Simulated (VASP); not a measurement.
An input for Quantum ESPRESSO's pw.x (written as the equivalent of a VASP run, and not itself run):

```
&CONTROL
  calculation = 'scf'
  pseudo_dir = './pseudo'
  outdir = './out'
  tprnfor = .true.
  tstress = .true.
/
&SYSTEM
  ibrav = 0
  nat = 2
  ntyp = 2
  ecutwfc = 70
  occupations = 'smearing'
  smearing = 'gaussian'
  degauss = 0.003675
  input_dft = 'vdw-df2'
/
&ELECTRONS
  conv_thr = 7.3e-09
  electron_maxstep = 100
/
ATOMIC_SPECIES
  Cs 132.905 Cs.upf
  I 126.904 I.upf
CELL_PARAMETERS angstrom
     4.7874031    0.0000000    0.0000000
     0.0000000    4.7874031    0.0000000
     0.0000000    0.0000000    4.7874031
ATOMIC_POSITIONS crystal
  Cs   0.0000000  0.0000000  0.0000000
  I    0.5000000  0.5000000  0.5000000
K_POINTS automatic
  6 6 6 0 0 0
```

Q: Translate this input to VASP (INCAR, KPOINTS, POSCAR, choice of POTCAR).

A: One answer among several that fit: 
### KPOINTS
```
Regular mesh
0
Gamma
6 6 6
```

File POSCAR:
```
CsI
1
    4.7874030873     0.0000000000     0.0000000000
    0.0000000000     4.7874030873     0.0000000000
    0.0000000000     0.0000000000     4.7874030873
Cs I
1 1
Direct
  0.0000000000   0.0000000000   0.0000000000
  0.5000000000   0.5000000000   0.5000000000
```

**INCAR**
```
ISIF = 2
AGGAC = 0.0
ALGO = Normal   ! blocked Davidson
SIGMA = 0.05
ENCUT = 520   ! plane-wave cut-off (eV)
PREC = Accurate
GGA = ML
NELM = 100   ! most electronic steps
LWAVE = .False.
SYSTEM = CsI
LREAL = .False.
ISMEAR = 0   ! Gaussian
EDIFF = 1E-7
LMAXMIX = 4
ZAB_VDW = -1.8867
LUSE_VDW = .True.
LASPH = .True.   ! aspherical one-centre terms
LCHARG = .False.
```

POTCAR, in this order: Cs_sv I (PBE.64 set). Program: vasp_std.

What does not carry over: the potentials are each code's own (VASP's PAW set, PseudoDojo norm-conserving files in pw.x), so ENCUT and ecutwfc are chosen apart and not converted; conv_thr bounds pw.x's estimated SCF error, while EDIFF bounds the energy change between steps.

The compound is CsI in the CsCl type structure. This cell is one point of a volume scan, at 1.06 of the reference volume.
